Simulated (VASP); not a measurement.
```yaml
crystal:
  lattice:
    - [5.64235, 0.00000, 0.00000]
    - [0.00000, 5.64235, 0.00000]
    - [0.00000, 0.00000, 5.64235]
  atoms:
    - { symbol: Cs, position: [0.00000, 0.00000, 0.00000] }
    - { symbol: Pb, position: [0.50000, 0.50000, 0.50000] }
    - { symbol: Cl, position: [0.00000, 0.50000, 0.50000] }
    - { symbol: Cl, position: [0.50000, 0.00000, 0.50000] }
    - { symbol: Cl, position: [0.50000, 0.50000, 0.00000] }
```

Calculation: PBE GGA, VASP's PBE PAW potentials (set 64) (plane waves; VASP 6.6.1). Settings: 300 eV cut-off, 6×6×6 Γ-centred mesh, Gaussian smearing of 0.010 eV, potentials Cs_sv Pb_d Cl.

Unless said otherwise, spin-orbit coupling is left out, though it shifts the bands of the heavy elements here.

Q: Estimate the energy per atom (σ→0), band gap (on the k-mesh) with the smallest direct gap where there is one.

A: 
* **band gap (on the k-mesh)**: 2.03 eV
* **smallest direct gap (on the k-mesh)**: 2.03 eV
* **energy per atom (σ→0)**: -3.505 eV/atom

The structure comes from a computed database's CsPbCl3 entry; how it stands against other phases isn't given here. The cell was not relaxed at this level.
